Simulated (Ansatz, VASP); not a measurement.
# NaBI: VASP beside Ansatz

The input INCAR:

```
SYSTEM = NaBI
PREC     = Accurate       ! precision mode
ENCUT    = 520            ! plane-wave cutoff, eV
EDIFF    = 1E-6           ! SCF threshold, eV
ISMEAR   = 0              ! smearing method
SIGMA    = 0.1            ! smearing width, eV
LREAL    = .FALSE.        ! projectors in reciprocal space
LASPH    = .TRUE.         ! aspherical terms in the spheres
NELM     = 100            ! most SCF steps
ALGO     = Normal         ! electronic algorithm
ISIF     = 2              ! what is computed and relaxed
LWAVE    = .FALSE.        ! write WAVECAR
LCHARG   = .FALSE.        ! write CHGCAR
GGA      = PE             ! functional
NBANDS   = 16             ! bands
```

Contents of KPOINTS:

```
Automatic mesh
0
G
  6 6 2
  0 0 0
```

Contents of POSCAR:

```
NaBI
1.0
    2.2472815500     -2.3184477400      0.0000000000
    2.2472815500      2.3184477400      0.0000000000
    0.0000000000      0.0000000000      8.6833513100
Na B I
1 1 1
Direct
    0.5000000000      0.5000000000      0.5000000000
    0.0000000000      0.0000000000      0.5000000000
    0.0000000000      0.0000000000      0.0000000000
```

Input for Ansatz:

```yaml
crystal:
  lattice:
    - [2.24728155, -2.31844774, 0.0]
    - [2.24728155, 2.31844774, 0.0]
    - [0.0, 0.0, 8.68335131]
  atoms:
    - { symbol: Na, position: [0.5, 0.5, 0.5] }
    - { symbol: B, position: [0.0, 0.0, 0.5] }
    - { symbol: I, position: [0.0, 0.0, 0.0] }
basis:
  ecutwfc: 420
kpoints:
  mp_grid: { grid: [6, 6, 2] }
hamiltonian:
  xc: pbe
scf:
  occupations: { method: gaussian, width: 0.1 }
  lower_state_search: "off"
output:
  forces: true
  stress: true
  eigenvalues: true
```

Alike in both runs: task single point; functional PBE; k mesh 6 × 6 × 2; occupations gaussian, width 0.1 eV; no spin polarisation.

|  | VASP | Ansatz |
| --- | --- | --- |
| version | VASP 6.6.1 | Ansatz 0.2.0 |
| potentials or method | VASP PAW PBE potentials, release 64 (Na_pv, B, I) | scalar-relativistic, plane waves, PAW |
| plane-wave cutoff (eV) | 520 | 420 |
| valence electrons in the cell | 17 | 29 |

Ansatz gave:

| Property | Result |
| --- | --- |
| gap on the k mesh at the Fermi level (eV) | none |
| pressure (GPa) | 6.6 |
| largest component of the traceless stress (GPa) | 8.24 |

**Question.** What did VASP give for the same quantities?

**Answer.** gap on the k mesh at the Fermi level (eV): none; pressure (GPa): 6.6; largest component of the traceless stress (GPa): 8.28.

A gap of «none» marks a metal or a gap that the smearing closes. The two sets of potentials don't hold the same shells in valence.

Caveats: the k mesh is coarse (spacing up to 0.36 Å⁻¹), so the values aren't converged; an odd number of electrons without spin polarisation forces a metal; a magnetic or distorted state may lie lower. Spin-orbit coupling is left out, which matters for the levels of I.
